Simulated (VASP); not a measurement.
Output of a VASP run:

**OSZICAR**
```
       N       E                     dE             d eps       ncg     rms          rms(c)
DAV:   1    -0.294700705370E+01   -0.29470E+01   -0.13895E+03   925   0.396E+02
DAV:   2    -0.551891458641E+01   -0.25719E+01   -0.24042E+01  1095   0.491E+01
DAV:   3    -0.552627899945E+01   -0.73644E-02   -0.73586E-02   975   0.259E+00
DAV:   4    -0.552627982963E+01   -0.83018E-06   -0.82975E-06  1120   0.222E-02
DAV:   5    -0.552627982891E+01    0.71961E-09   -0.26545E-10   910   0.128E-04    0.198E+00
DAV:   6    -0.550396043536E+01    0.22319E-01   -0.61852E-03   930   0.772E-01    0.122E+00
DAV:   7    -0.549480116562E+01    0.91593E-02   -0.91586E-03   960   0.966E-01    0.918E-02
DAV:   8    -0.549482532166E+01   -0.24156E-04   -0.49030E-05   915   0.780E-02    0.116E-02
DAV:   9    -0.549482300301E+01    0.23186E-05   -0.50946E-06   930   0.231E-02    0.416E-03
DAV:  10    -0.549482311504E+01   -0.11204E-06   -0.44375E-08   465   0.264E-03
   1 F= -.54948231E+01 E0= -.54895576E+01  d E =-.105310E-01
```

### OUTCAR
```
------------------------ aborting loop because EDIFF is reached ----------------------------------------
  FORCE on cell =-STRESS in cart. coord.  units (eV):
  Direction    XX          YY          ZZ          XY          YZ          ZX
  --------------------------------------------------------------------------------------
  Total        1.5455558      1.5455558      1.5455558     -0.0000000      0.0000000     -0.0000000
  in kB      424.3254857    424.3254857    424.3254857     -0.0000000      0.0000000     -0.0000000
  external PRESSURE =     424.3254857 kB  Pullay stress =       0.0000000 kB
  volume of cell :        5.84
      direct lattice vectors                 reciprocal lattice vectors
     1.800385000  0.000000000  0.000000000     0.555436754  0.000000000  0.000000000
     0.000000000  1.800385000  0.000000000     0.000000000  0.555436754  0.000000000
     0.000000000  0.000000000  1.800385000     0.000000000  0.000000000  0.555436754
 POSITION                                       TOTAL-FORCE (eV/Angst)
 -----------------------------------------------------------------------------------
      0.00000      0.00000      0.00000         0.000000      0.000000      0.000000
 -----------------------------------------------------------------------------------
    total drift:                                0.000000     -0.000000     -0.000000
  FREE ENERGIE OF THE ION-ELECTRON SYSTEM (eV)
  ---------------------------------------------------
  free  energy   TOTEN  =        -5.4948231150 eV

  energy  without entropy=       -5.4842921155  energy(sigma->0) =       -5.48955762
```
(Selected blocks of OUTCAR.)

File POSCAR:
```
B
1
    1.8003850000     0.0000000000     0.0000000000
    0.0000000000     1.8003850000     0.0000000000
    0.0000000000     0.0000000000     1.8003850000
B
1
Direct
  0.0000000000   0.0000000000   0.0000000000
```

### Question
Reconstruct the remaining input files.

### Answer
Several could match; the one computed here: the input of the run itself, PBE GGA, plane waves, VASP's PBE PAW potentials (set 64).

INCAR:
```
# general
SYSTEM  =  B
PREC    =  Accurate
ENCUT   =  400
LREAL   =  .False.   # projection in real space or not
LASPH   =  .True.   # aspherical one-centre terms

# electronic loop
EDIFF   =  1E-6   # SCF stop (eV)
NELM    =  100   # most electronic steps
ALGO    =  Normal

# smearing
ISMEAR  =  -1   # Fermi-Dirac
SIGMA   =  0.1   # width (eV)

# functional
GGA     =  PE   # PBE

# ions
ISIF    =  2

# output
LWAVE   =  .False.
LCHARG  =  .False.
```

KPOINTS:
```
Automatic mesh
0
Gamma
12 12 12
0 0 0
```

POTCAR, in this order: B (PBE.64 set). Program: vasp_std.

At this cut-off the stress carries a Pulay error, which pulls relaxed volumes low.

The structure was generated: B was put into an ordered model structure, which need not be its known phase. The cell was not relaxed at this level, and its volume differs by -5.9 % from the start's.
